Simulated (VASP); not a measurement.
Write the native input for VASP 6.6.1 that does the following.

- Task: relaxation of cell and atoms
- Functional: r2SCAN
- Dispersion: rVV10
- Potentials or basis: VASP PAW PBE potentials, release 64 (W_sv, C)
- Cutoff: 600 eV
- k mesh: 16 × 16 × 14
- Occupations: methfessel-paxton, width 0.1 eV
- Spin: no spin polarisation
- Further INCAR settings: ALGO = Normal; EDIFF = 1e-06; IBRION = 2; EDIFFG = -0.005; NSW = 60; ISIF = 3

The structure of WC lies in POSCAR:

```
WC
1.0
    2.9000000000      0.0000000000      0.0000000000
   -1.4500000000      2.5114736700      0.0000000000
    0.0000000000      0.0000000000      2.8300000000
W C
1 1
Direct
    0.0000000000      0.0000000000      0.0000000000
    0.3333333300      0.6666666700      0.5000000000
```

The cell was built by a generator and needn't be a form met in nature.

The input as run:

INCAR

```
SYSTEM = WC
  ALGO = Normal
  BPARAM = 11.95
  CPARAM = 0.0093
  EDIFF = 1E-6
  EDIFFG = -0.005
  ENCUT = 600
  IBRION = 2
  ISIF = 3
  ISMEAR = 1
  IVDW_NL = 2
  LASPH = .True.
  LCHARG = .False.
  LMIXTAU = .True.
  LREAL = .False.
  LUSE_VDW = .True.
  LWAVE = .False.
  METAGGA = R2SCAN
  NELM = 120
  NSW = 60
  PREC = Accurate
  SIGMA = 0.1
```

KPOINTS

```
k-points
0
Gamma
  16 16 14
  0 0 0
```

Potentials or basis: VASP PAW PBE potentials, release 64 (W_sv, C).

Command:

```console
$ cat potpaw_PBE.64/W_sv/POTCAR potpaw_PBE.64/C/POTCAR > POTCAR
$ mpirun -np 1 vasp_std > vasp.out
```

It gave:

```yaml
Relaxed_volume: 10.42 Å³/atom
Relaxed_cell: a = 2.912 Å, b = 2.912 Å, c = 2.838 Å, α = 90.00°, β = 90.00°, γ = 120.00°
Space_group_after_relaxing_to_0.05_Å: P-6m2 (No. 187)
Energy_gained_by_relaxing: 1.7 meV/atom
Ionic_steps: 9
Pressure_after_relaxing: 0.0 GPa
Band_gap_on_the_k_mesh: none (metal or under the smearing width)
```

Caveat: the PAW data sets were made with another functional, which shifts forces and pressure a little.

It took 11 min on 1 thread of Intel(R) Xeon(R) Platinum 8488C (Sapphire Rapids), on a shared host, peak memory 0.29 GiB.
